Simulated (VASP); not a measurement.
Consider the following.

```xyz
2
Lattice="0.0000 2.4400 2.4400 2.4400 0.0000 2.4400 2.4400 2.4400 0.0000" Properties=species:S:1:pos:R:3 pbc="T T T"
Y      0.0000     0.0000     0.0000
N      2.4400     2.4400     2.4400
```

Computed with PBE GGA, VASP's PBE PAW potentials (set 64) (plane waves; VASP). Settings: 520 eV cut-off, 8×8×8 Γ-centred mesh, Gaussian smearing of 0.050 eV, potentials Y_sv N.

Problem. The ions, cell shape and volume are relaxed. What does this cell relax into?

Solution. 
```xyz
2
Lattice="0.0000 2.4524 2.4524 2.4524 0.0000 2.4524 2.4524 2.4524 0.0000" Properties=species:S:1:pos:R:3 pbc="T T T"
Y      0.0000     0.0000     0.0000
N      2.4524     2.4524     2.4524
```
Space group Fm-3m (225), at a tolerance of 0.03 Å.

Problem. How do energy and volume change from the first to the last step?

Solution. The energy (σ→0) changes by -1.7 meV/atom and the volume by +1.5 %, in 3 ionic steps.

```tsv
step	E(σ→0) (eV)	max force (eV/Å)	pressure (GPa)	volume (Å³)
1	-18.2236	0.000	2.48	29.05
2	-18.2227	0.000	-2.69	30.01
3	-18.2270	0.000	0.00	29.50
```

The compound is YN in the rock salt structure. This run relaxes it. Symmetry was kept, so distortions that lower it aren't found.
